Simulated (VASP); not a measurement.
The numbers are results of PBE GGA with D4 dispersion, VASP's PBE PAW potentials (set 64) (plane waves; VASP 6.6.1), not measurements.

VASP ran on this input.

File KPOINTS:
```
k-points along high-symmetry lines
10
Line-mode
Reciprocal
  0.000000   0.000000   0.000000 ! GAMMA
  0.500000   0.000000   0.000000 ! M

  0.500000   0.000000   0.000000 ! M
  0.333333   0.333333   0.000000 ! K

  0.333333   0.333333   0.000000 ! K
  0.000000   0.000000   0.000000 ! GAMMA

  0.000000   0.000000   0.000000 ! GAMMA
  0.000000   0.000000   0.500000 ! A

  0.000000   0.000000   0.500000 ! A
  0.500000   0.000000   0.500000 ! L

  0.500000   0.000000   0.500000 ! L
  0.333333   0.333333   0.500000 ! H

  0.333333   0.333333   0.500000 ! H
  0.000000   0.000000   0.500000 ! A

  0.500000   0.000000   0.500000 ! L
  0.500000   0.000000   0.000000 ! M

  0.333333   0.333333   0.500000 ! H
  0.333333   0.333333   0.000000 ! K
```

**INCAR**
```
ALGO = Normal
EDIFF = 1E-7
ENCUT = 520
GGA = PE
ICHARG = 11
ISMEAR = 0
IVDW = 13
LASPH = .TRUE.
LCHARG = .FALSE.
LMAXMIX = 4
LORBIT = 11
LREAL = .FALSE.
LWAVE = .FALSE.
NELM = 100
PREC = Accurate
SIGMA = 0.05
SYSTEM = Te
```

POSCAR:
```
Te
1
    2.1574452779    -3.7368045638    -0.0000000000
    2.1574452779     3.7368045638     0.0000000000
    0.0000000000     0.0000000000     5.9860937321
Te
3
Direct
  1.0000000000   0.2820795452   0.6666670000
  0.7179204548   0.7179204548   1.0000000000
  0.2820795452   1.0000000000   0.3333330000
```

POTCAR, in this order: Te (PBE.64 set). Program: vasp_std. Read from the step before: CHGCAR.

Output of the run:

**OUTCAR**
```
 ion  position               nearest neighbor table
   1  0.000  0.282  0.667-   2 2.90   3 2.90   2 3.36   2 3.36   3 3.36   3 3.36
   2  0.718  0.718  0.000-   3 2.90   1 2.90   1 3.36   3 3.36   3 3.36   1 3.36
   3  0.282  0.000  0.333-   2 2.90   1 2.90   2 3.36   2 3.36   1 3.36   1 3.36
  LATTYP: Found a hexagonal cell.
 ALAT       =     4.3148903202
 C/A-ratio  =     1.3873107514
 Subroutine PRICEL returns:
 Original cell was already a primitive cell.
 Subroutine GETGRP returns: Found  6 space group operations
The static configuration has the point symmetry C_2 .
 The point group associated with its full space group is D_3 .
The dynamic configuration has the point symmetry C_2 .
 Subroutine INISYM returns: Found  6 space group operations
   k-points           NKPTS =     90   k-points in BZ     NKDIM =     90   number of bands    NBANDS=     13
   number of dos      NEDOS =    301   number of ions     NIONS =      3
   total plane-waves  NPLWV =  49152
   dimension x,y,z NGX =    32 NGY =   32 NGZ =   48
   dimension x,y,z NGXF=    64 NGYF=   64 NGZF=   96
   ions per type =               3
   PREC   = accura    normal or accurate (medium, high low for compatibility)
   ISTART =      0    job   : 0-new  1-cont  2-samecut
   ICHARG =     11    charge: 1-file 2-atom 10-const
   ISPIN  =      1    spin polarized calculation?
   LNONCOLLINEAR =      F non collinear calculations
   LSORBIT =      F    spin-orbit coupling
   INIWAV =      1    electr: 0-lowe 1-rand  2-diag
   ENCUT  =  520.0 eV  38.22 Ry    6.18 a.u.   8.02  8.02 11.13*2*pi/ulx,y,z
   NELM   =    100;   NELMIN=  2; NELMDL= -5     # of ELM steps
   EDIFF  = 0.1E-06   stopping-criterion for ELM
   LREAL  =      F    real-space projection
   NLSPLINE    = F    spline interpolate recip. space projectors
   LMAXMIX     =    4 max onsite mixed and CHGCAR
   VOSKOWN=      0    Vosko Wilk Nusair interpolation
   EDIFFG = 0.1E-05   stopping-criterion for IOM
   NSW    =      0    number of steps for IOM
   NBLOCK =      1;   KBLOCK =      1    inner block; outer block
   IBRION =     -1    ionic relax: 0-MD 1-quasi-New 2-CG
   NFREE  =      0    steps in history (QN), initial steepest desc. (CG)
   ISIF   =      2    stress and relaxation
   ISYM   =      2    0-nonsym 1-usesym 2-fastsym
   TEIN   =    0.0    initial temperature
   TEBEG  =    0.0;   TEEND  =   0.0 temperature during run
   SMASS  =  -3.00    Nose mass-parameter (am)
   PSTRESS=    0.0 pullay stress
   NELECT =      18.0000    total number of electrons
   EFERMI =   0.00;   METHOD = LEGACY
   ISMEAR =     0;   SIGMA  =   0.05  broadening in eV -4-tet -1-fermi 0-gaus
   IALGO  =     38    algorithm
   LDIAG  =      T    sub-space diagonalisation (order eigenvalues)
   IMIX   =      4    mixing-type and parameters
     AMIX     =   0.40;   BMIX     =  1.00
     AMIX_MAG =   1.60;   BMIX_MAG =  1.00
     AMIN     =   0.10
   GGA     = PE    functional components
   VOSKOWN =     0    Vosko Wilk Nusair interpolation
   LHFCALC =     F    Hartree Fock is set to
   LHFONE  =     F    Hartree Fock one center treatment
   AEXX    =    0.0000 exact exchange contribution
   IVDW    =    13    specifies the selected vdW correction
   LEPSILON=     F    determine dielectric tensor
   LRPA    =     F    only Hartree local field effects (RPA)
  energy-cutoff  :      520.00
  volume of cell :       96.52
      direct lattice vectors                 reciprocal lattice vectors
     2.157445278 -3.736804564  0.000000000     0.231755588 -0.133804161  0.000000000
     2.157445278  3.736804564  0.000000000     0.231755588  0.133804161  0.000000000
     0.000000000  0.000000000  5.986093732     0.000000000  0.000000000  0.167053849
 k-point     1 :   0.0000 0.0000 0.0000  plane waves:    2567
 k-point     2 :   0.0556 0.0000 0.0000  plane waves:    2576
 k-point     3 :   0.1111 0.0000 0.0000  plane waves:    2588
 k-point     4 :   0.1667 0.0000 0.0000  plane waves:    2584
 k-point     5 :   0.2222 0.0000 0.0000  plane waves:    2592
 k-point     6 :   0.2778 0.0000 0.0000  plane waves:    2594
 k-point     7 :   0.3333 0.0000 0.0000  plane waves:    2596
...
```

### OSZICAR
```
       N       E                     dE             d eps       ncg     rms          rms(c)
DAV:   1     0.807134251354E+02    0.80713E+02   -0.66841E+03  2340   0.111E+03
DAV:   2    -0.288438265629E+01   -0.83598E+02   -0.80213E+02  3139   0.158E+02
DAV:   3    -0.838445479172E+01   -0.55001E+01   -0.53960E+01  2845   0.454E+01
DAV:   4    -0.848887852286E+01   -0.10442E+00   -0.10373E+00  2865   0.745E+00
DAV:   5    -0.849085339674E+01   -0.19749E-02   -0.19748E-02  2886   0.102E+00
DAV:   6    -0.849093891268E+01   -0.85516E-04   -0.85516E-04  3356   0.162E-01
DAV:   7    -0.849094000752E+01   -0.10948E-05   -0.10945E-05  2892   0.136E-02
DAV:   8    -0.849094006235E+01   -0.54826E-07   -0.55404E-07  2240   0.223E-03
   1 F= -.99901750E+01 E0= -.99888012E+01  d E =-.274756E-02
```

### OUTCAR
```
 val. band max:        6.6357606291   @ k =   0.3333   0.3333   0.5000

 cond. band min:       6.8617408475   @ k =   0.3519   0.2963   0.5000



 k-point     1 :       0.0000    0.0000    0.0000
  band No.  band energies     occupation
      1      -7.2336      2.00000
      2      -3.8697      2.00000
      3      -3.8697      2.00000
      4       3.7170      2.00000
      5       4.0527      2.00000
      6       4.0527      2.00000
      7       4.9098      2.00000
      8       4.9098      2.00000
      9       5.5741      2.00000
     10       7.6380      0.00000
     11       7.6380      0.00000
     12       8.3681      0.00000
     13      11.5023      0.00000

 k-point     2 :       0.0556    0.0000    0.0000
  band No.  band energies     occupation
      1      -7.2089      2.00000
      2      -3.8710      2.00000
      3      -3.8612      2.00000
      4       3.4491      2.00000
      5       3.8355      2.00000
      6       3.9478      2.00000
      7       5.0502      2.00000
      8       5.2024      2.00000
      9       5.7060      2.00000
     10       7.5083      0.00000
     11       7.6081      0.00000
     12       8.2917      0.00000
     13      11.4483      0.00000

 k-point     3 :       0.1111    0.0000    0.0000
  band No.  band energies     occupation
      1      -7.1354      2.00000
      2      -3.8791      2.00000
      3      -3.8359      2.00000
      4       2.9110      2.00000
      5       3.4859      2.00000
      6       3.7412      2.00000
      7       5.3088      2.00000
      8       5.5257      2.00000
      9       6.0432      2.00000
     10       7.2368      0.00000
     11       7.5307      0.00000
     12       8.1463      0.00000
     13      11.1782      0.00000

 k-point     4 :       0.1667    0.0000    0.0000
  band No.  band energies     occupation
      1      -7.0149      2.00000
      2      -3.9059      2.00000
      3      -3.7950      2.00000
      4       2.3855      2.00000
...
```

The density is held fixed in this step, so its total energy and stress have no physical meaning. Unless said otherwise, spin-orbit coupling is left out, though it shifts the bands of the heavy elements here.

The compound is Te in the trig structure. It was relaxed first, which changed the volume by -6 %.
